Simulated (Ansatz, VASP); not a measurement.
# InSbN2 in two plane-wave programs, part 2 of 2

Aim: how closely do two programs agree when they are given the same cell, functional and k mesh? The cell is invented: As first built, before any earlier steps moved the atoms (in the runner's words): it takes the InGaN2 structure with some of its atoms replaced by other elements, volume scaled by an estimate. It may not be a known or stable phase. Of the first pair: The cell is a member of a volume series, scaled by 0.94 from a relaxed one, so a pressure remains. Valence electrons are named where the data sets of a main pair hold unlike numbers.

VASP 6.6.1 and Ansatz 0.2.0.

So far. Step 6 (Ansatz: single point, LDA, volume scaled by 0.98): The run ends at a pressure of 2.21 GPa, with forces up to 0.043 eV/Å.

### 7. VASP: single point, LDA, volume scaled by 0.98

Level of this step: LDA; plane waves and PAW (Sb, In_d, N); invented cell (VASP).

The same cell, functional (in two slightly different forms), mesh and smearing now go to VASP, with its own data sets.

File INCAR:

```
SYSTEM = InSbN2
PREC = Accurate
ENCUT = 520
EDIFF = 1E-06
NELM = 100
ISMEAR = 0
SIGMA = 0.05
LREAL = .FALSE.
ALGO = Normal
GGA = CA
NBANDS = 20
LORBIT = 11
LWAVE = .FALSE.
LCHARG = .FALSE.
KPAR = 2
ISIF = 2
```

File POSCAR:

```
InSbN2
1.0
    3.7668043908      0.0000000000      0.0000000000
   -1.8834021955      3.2621472910      0.0000000000
    0.0000000000      0.0000000000      5.1566212742
Sb In N
1 1 2
Direct
    0.6666666700      0.3333333300      0.5280245363
    0.0000000000      0.0000000000      0.0132476140
    0.6666666700      0.3333333300      0.1205562738
    0.0000000000      0.0000000000      0.5797705760
```

File KPOINTS:

```
Automatic mesh
0
Gamma
6 6 4
0 0 0
```

The projector-augmented-wave data sets are Sb, In_d and N (LDA family, release 64).

Command:

```sh
$ mpirun -np 2 vasp_std
```

Numbers of over 12 decimals in the logs are rounded to 6 here.

Output:

```text
[... set-up lines as in an earlier step ...]
 entering main loop
       N       E                     dE             d eps       ncg     rms          rms(c)
DAV:   1     0.245966705117E+03    0.24597E+03   -0.12894E+04   960   0.157E+03
DAV:   2     0.135831018320E+01   -0.24461E+03   -0.23462E+03  1076   0.385E+02
DAV:   3    -0.272160535045E+02   -0.28574E+02   -0.27538E+02  1188   0.126E+02
DAV:   4    -0.286043308592E+02   -0.13883E+01   -0.13696E+01  1136   0.286E+01
[...]
DAV:  13    -0.245334316408E+02    0.17403E-04   -0.74389E-05  1268   0.819E-02    0.135E-02
DAV:  14    -0.245334296542E+02    0.19866E-05   -0.27200E-05  1320   0.421E-02    0.867E-03
DAV:  15    -0.245334295128E+02    0.14142E-06   -0.13260E-06   744   0.110E-02
   1 F= -.24533430E+02 E0= -.24532978E+02  d E =-.903409E-03
```

From OUTCAR (step 7):

```text
  Total        1.0293878      1.0293871      1.0468115     -0.0000000      0.0000000     -0.0000000
  in kB       26.0284143     26.0283983     26.4689790     -0.0000000      0.0000000     -0.0000000
  external PRESSURE =      26.1752639 kB  Pullay stress =       0.0000000 kB

 POSITION                                       TOTAL-FORCE (eV/Angst)
 -----------------------------------------------------------------------------------
      1.88340      1.08738      2.72282        -0.000000     -0.000000      0.111548
      0.00000      0.00000      0.06831         0.000000      0.000000      0.015920
      1.88340      1.08738      0.62166        -0.000000     -0.000000     -0.067040
      0.00000      0.00000      2.98966         0.000000     -0.000000     -0.060428
 -----------------------------------------------------------------------------------
    total drift:                               -0.000014      0.000025      0.000653

  FREE ENERGIE OF THE ION-ELECTRON SYSTEM (eV)
  ---------------------------------------------------
  free  energy   TOTEN  =       -24.5334295128 eV

  energy  without entropy=      -24.5325261039  energy(sigma->0) =      -24.53297781

[... 1 part as in an earlier step ...]

[... 2 further parts left out ...]
[key lines of the parts left out:]
E-fermi :   8.5466
```

The run ends at a pressure of 2.62 GPa, with forces up to 0.11 eV/Å.

### 8. Differences

What differs besides the data sets and the points named for the pairs above, as far as they apply: the data sets hold 38 valence electrons in Ansatz (on its default PAW (the set named soft_2) files) and 28 in VASP. Total energies have different zeros and are not compared.

Compared:

```tsv
quantity	Ansatz	VASP	difference
pressure (GPa)	2.21	2.62	-0.41
pressure without Ansatz's Pulay correction (GPa)	1.76	2.62	-0.86
```

Forces (eV/Å; atoms numbered as in POSCAR):

```tsv
atom	Ansatz x, y, z	VASP x, y, z
Sb1	0.000, 0.000, 0.014	0.000, 0.000, 0.112
In2	0.000, 0.000, 0.023	0.000, 0.000, 0.016
N3	0.000, 0.000, 0.005	0.000, 0.000, -0.067
N4	0.000, 0.000, -0.043	0.000, 0.000, -0.060
```

The forces differ by 35 meV/Å r.m.s., which is 85.1 % of the r.m.s. force of 0.042 eV/Å (both taken over all components). Ansatz's pressure holds a Pulay correction of 0.45 GPa; VASP's holds none.

### 9. What the set-up changes

Further runs change the set-up of one program: Ansatz's method, potentials or start, or VASP's data sets, cutoff or form of LDA. The table gives Ansatz less VASP for each quantity, since a change that brings one quantity closer may part another.

```tsv
run	r.m.s. force difference (meV/Å)	pressure (GPa)	pressure without Ansatz's Pulay correction (GPa)
as above	35	-0.41	-0.86
cores kept as stored	35	-0.35	-0.78
Ansatz's larger PAW set (cutoff 900 eV)	34	-0.38	-0.50
norm-conserving potentials (cutoff 1143 eV)	17	-0.092
```

### 10. Ansatz: single point, LDA, volume scaled by 1.04

With cell and atoms fixed, the geometry can't cause a difference; cores, projectors, grids and the points listed under the comparison can. The cell compared in this pair holds 67.24 Å³, against 63.36 Å³ for the pair before.

The cell is a member of a volume series, scaled by 1.04 from a relaxed one, so a pressure remains.

File input.yaml:

```yaml
crystal:
  lattice:
    - [3.8421603792, 0.0, 0.0]
    - [-1.9210801896, 3.3274074712, 0.0]
    - [0.0, 0.0, 5.2597809428]
  atoms:
    - { symbol: Sb, position: [0.66666667, 0.33333333, 0.5280245363] }
    - { symbol: In, position: [0.0, 0.0, 0.013247614] }
    - { symbol: "N", position: [0.66666667, 0.33333333, 0.1205562738] }
    - { symbol: "N", position: [0.0, 0.0, 0.579770576] }
hamiltonian:
  xc: lda
  pseudopotentials: { kind: paw }
kpoints:
  mp_grid: { grid: [6, 6, 4] }
scf:
  occupations: { method: gaussian, width: 0.05 }
  n_extra_bands: 5
output:
  forces: true
  stress: true
  eigenvalues: true
```

Command:

```sh
$ ansatz run input.yaml --threads 2 --pin off --max-ram 4608MiB --backend cpu --events-out ev --progress --plain --runs-dir out
```

Output:

```text
[...]
Crystal: 4 atoms, lattice volume = 67.243 Å³
Basis set: ecut = 420 eV, 1289 PW (Γ)
Bands: 24, of which v1, the nominal top of the filled ones, is band 19 counted from 1 (18 counted from 0)
Symmetry: 6 space group operations
[...]
k-points: 24 of 144 (time reversal used)
[...]
k-point 0: bands = [... 15 lower, 6.2786, 7.9984, 8.0994, 8.0994, 9.1543, 13.3301, 13.3301, 15.3226, ... 1 higher]
  k-point 1: bands = [... 15 lower, 6.4003, 7.9485, 7.9796, 7.9796, 10.0602, 13.2616, 13.2616, 14.5038, ... 1 higher]
  k-point 2: bands = [... 15 lower, 6.5471, 7.8324, 7.8324, 8.2899, 10.9384, 13.2113, 13.2113, 13.3911, ... 1 higher]
  k-point 23: bands = [... 15 lower, 5.6284, 7.2138, 8.1504, 11.4953, 12.0814, 12.2773, 13.7833, 14.4496, ... 1 higher]
[key lines of the parts left out:]
SCF converged after 8 iterations
Free energy (F): -12538.893851 eV
Fermi energy:    10.455014 eV
P = ⅓ Tr σ = -4.6906 GPa (-46.906 kbar)
```

Wall time 3.2 s (2 threads of AMD EPYC 7R43, shared host); peak memory 0.43 GiB.

The run ends at a pressure of -4.69 GPa, with forces up to 0.28 eV/Å.

### 11. VASP: single point, LDA, volume scaled by 1.04

The same cell, functional (in two slightly different forms), mesh and smearing now go to VASP, with its own data sets.

INCAR is that of step 7.

File POSCAR:

```
InSbN2
1.0
    3.8421603792      0.0000000000      0.0000000000
   -1.9210801896      3.3274074712      0.0000000000
    0.0000000000      0.0000000000      5.2597809428
Sb In N
1 1 2
Direct
    0.6666666700      0.3333333300      0.5280245363
    0.0000000000      0.0000000000      0.0132476140
    0.6666666700      0.3333333300      0.1205562738
    0.0000000000      0.0000000000      0.5797705760
```

KPOINTS is that of step 7.

Command:

```sh
$ mpirun -np 2 vasp_std
```

Output:

```text
[... set-up lines as in an earlier step ...]
 entering main loop
       N       E                     dE             d eps       ncg     rms          rms(c)
DAV:   1     0.242617365811E+03    0.24262E+03   -0.12655E+04   960   0.151E+03
DAV:   2     0.364678805834E+01   -0.23897E+03   -0.22982E+03  1092   0.382E+02
DAV:   3    -0.269903437269E+02   -0.30637E+02   -0.29547E+02  1228   0.130E+02
DAV:   4    -0.284272304548E+02   -0.14369E+01   -0.14177E+01  1112   0.292E+01
[...]
DAV:  13    -0.245091374472E+02    0.19327E-04   -0.10338E-04  1252   0.101E-01    0.881E-03
DAV:  14    -0.245091376601E+02   -0.21289E-06   -0.13697E-05  1268   0.247E-02    0.974E-03
DAV:  15    -0.245091377014E+02   -0.41267E-07   -0.51045E-07   600   0.593E-03
   1 F= -.24509138E+02 E0= -.24508686E+02  d E =-.903407E-03
```

OUTCAR, selected parts (step 11):

```text
  Total       -1.8549137     -1.8549126     -1.8827911      0.0000000      0.0000000      0.0000000
  in kB      -44.1962241    -44.1961970    -44.8604454      0.0000000      0.0000000      0.0000000
  external PRESSURE =     -44.4176222 kB  Pullay stress =       0.0000000 kB

 POSITION                                       TOTAL-FORCE (eV/Angst)
 -----------------------------------------------------------------------------------
      1.92108      1.10914      2.77729        -0.000000      0.000000     -0.206534
      0.00000      0.00000      0.06968         0.000000      0.000000     -0.017712
      1.92108      1.10914      0.63410         0.000000      0.000000      0.104009
      0.00000      0.00000      3.04947        -0.000000      0.000000      0.120237
 -----------------------------------------------------------------------------------
    total drift:                               -0.000014      0.000024     -0.000287

  FREE ENERGIE OF THE ION-ELECTRON SYSTEM (eV)
  ---------------------------------------------------
  free  energy   TOTEN  =       -24.5091377014 eV

  energy  without entropy=      -24.5082342946  energy(sigma->0) =      -24.50868600

[... 1 part as in an earlier step ...]

[... 2 further parts left out ...]
[key lines of the parts left out:]
E-fermi :   7.6384
```

The run ends at a pressure of -4.44 GPa, with forces up to 0.21 eV/Å.

### 12. Side by side

What differs besides the data sets and the points named for the pairs above, as far as they apply: the data sets hold 38 valence electrons in Ansatz (on its default PAW (the set named soft_2) files) and 28 in VASP. Total energies have different zeros and are not compared.

Compared:

```tsv
quantity	Ansatz	VASP	difference
pressure (GPa)	-4.69	-4.44	-0.25
pressure without Ansatz's Pulay correction (GPa)	-5.10	-4.44	-0.66
```

Forces (eV/Å; atoms numbered as in POSCAR):

```tsv
atom	Ansatz x, y, z	VASP x, y, z
Sb1	0.000, 0.000, -0.278	0.000, 0.000, -0.207
In2	0.000, 0.000, -0.013	0.000, 0.000, -0.018
N3	0.000, 0.000, 0.152	0.000, 0.000, 0.104
N4	0.000, 0.000, 0.139	0.000, 0.000, 0.120
```

The forces differ by 25 meV/Å r.m.s., which is 33.7 % of the r.m.s. force of 0.075 eV/Å (both taken over all components). Ansatz's pressure holds a Pulay correction of 0.41 GPa; VASP's holds none.

### 13. Further runs

Further runs change the set-up of one program: Ansatz's method, potentials or start, or VASP's data sets, cutoff or form of LDA. The table gives Ansatz less VASP for each quantity, since a change that brings one quantity closer may part another.

```tsv
run	r.m.s. force difference (meV/Å)	pressure (GPa)	pressure without Ansatz's Pulay correction (GPa)
as above	25	-0.25	-0.66
cores kept as stored	25	-0.20	-0.60
Ansatz's larger PAW set (cutoff 900 eV)	24	-0.23	-0.34
norm-conserving potentials (cutoff 1143 eV)	14	0.0034
```

### 14. Outcome

- r.m.s. force difference (single point, LDA, volume scaled by 0.94): 44 meV/Å
- difference in pressure (single point, LDA, volume scaled by 0.94): -0.56 GPa
- r.m.s. force difference (single point, LDA, volume scaled by 0.98): 35 meV/Å
- r.m.s. force difference (single point, LDA, volume scaled by 1.04): 25 meV/Å

The r.m.s. force difference is 44 meV/Å (single point, LDA, volume scaled by 0.94), beyond the 12 meV/Å picked in this series as the mark of a large difference. The data sets hold unlike numbers of valence electrons (38 in Ansatz and 28 in VASP), so part of the differences comes from the potentials. Single point, LDA, volume scaled by 0.94, Ansatz's larger PAW set (cutoff 900 eV): the difference in pressure without Ansatz's Pulay correction goes from -1.0 to -0.65 GPa. Single point, LDA, volume scaled by 0.94, norm-conserving potentials (cutoff 1143 eV): r.m.s. force difference goes from 44 to 21 meV/Å; the difference in pressure goes from -0.56 to -0.18 GPa. Single point, LDA, volume scaled by 0.98, Ansatz's larger PAW set (cutoff 900 eV): the difference in pressure without Ansatz's Pulay correction goes from -0.86 to -0.50 GPa. Single point, LDA, volume scaled by 0.98, norm-conserving potentials (cutoff 1143 eV): r.m.s. force difference goes from 35 to 17 meV/Å; the difference in pressure goes from -0.41 to -0.092 GPa. Single point, LDA, volume scaled by 1.04, Ansatz's larger PAW set (cutoff 900 eV): the difference in pressure without Ansatz's Pulay correction goes from -0.66 to -0.34 GPa. Such differences can come from data sets, numerical settings and the points named under the comparisons, not from the functional's error against experiment.

[Lines on the potential files, build, host, timing and source positions are cut from VASP's logs without a mark.]

[Logs are printed without paths, hosts, clocks, repeated set-up lines and the standing remarks that a program may print on its own settings, such as how far it seeks lower states.]

[Hosts, paths, dates, database ids (printed as entryN), source tags and the programs' standing remarks are cut or masked in the printed files.]
